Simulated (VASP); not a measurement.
Consider the following.

```yaml
crystal:
  lattice:
    - [2.32633, -4.02933, 0.00000]
    - [2.32633, 4.02933, 0.00000]
    - [0.00000, 0.00000, 7.60748]
  atoms:
    - { symbol: Ag, position: [0.66667, 0.33333, 0.50009] }
    - { symbol: Ag, position: [0.33333, 0.66667, 0.00009] }
    - { symbol: I, position: [0.66667, 0.33333, 0.87491] }
    - { symbol: I, position: [0.33333, 0.66667, 0.37491] }
```

Computed with optB88-vdW, VASP's PBE PAW potentials (set 64) (plane waves; VASP 6.6.1). Numerical set-up: 520 eV cut-off, 5×5×3 Γ-centred mesh, Gaussian smearing of 0.050 eV, potentials Ag I.

Q: Estimate the energy per atom (σ→0).

A: 
```yaml
energy per atom (σ→0): 0.180 eV/atom
```

Only differences to runs with the same potentials and settings are physical.

The compound is AgI in the wurtzite structure. It was relaxed first. The start is the result of an earlier pass.
